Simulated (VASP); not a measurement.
Given:

```
CsPbBr3
1.0
    5.93957     0.00000     0.00000
    0.00000     5.93957     0.00000
    0.00000     0.00000     5.93957
Cs Pb Br
1 1 3
Cartesian
  0.00000   0.00000   0.00000
  2.96979   2.96979   2.96979
  2.96979   0.00000   2.96979
  0.00000   2.96979   2.96979
  2.96979   2.96979   0.00000
```

Calculation: r2SCAN meta-GGA, VASP's PBE PAW potentials (set 64) (plane waves; VASP 6.6.1). Numerical set-up: 400 eV cut-off, 4×4×4 Γ-centred mesh, Gaussian smearing of 0.050 eV, potentials Cs_sv Pb_d Br.

Unless said otherwise, spin-orbit coupling is left out, though it shifts the bands of the heavy elements here.

Problem. What does the run give for the energy per atom (σ→0), band gap (on the k-mesh) with the smallest direct gap where there is one?

Solution. 
| Property | Value |
|---|---|
| band gap (on the k-mesh) | 2.05 eV |
| smallest direct gap (on the k-mesh) | 2.05 eV |
| energy per atom (σ→0) | -25.690 eV/atom |

Only differences to runs with the same potentials and settings are physical.

The compound is CsPbBr3 in the cubic perovskite structure, the ideal cubic form; the compound distorts at low or room temperature. It was relaxed first. The start is the result of an earlier pass.
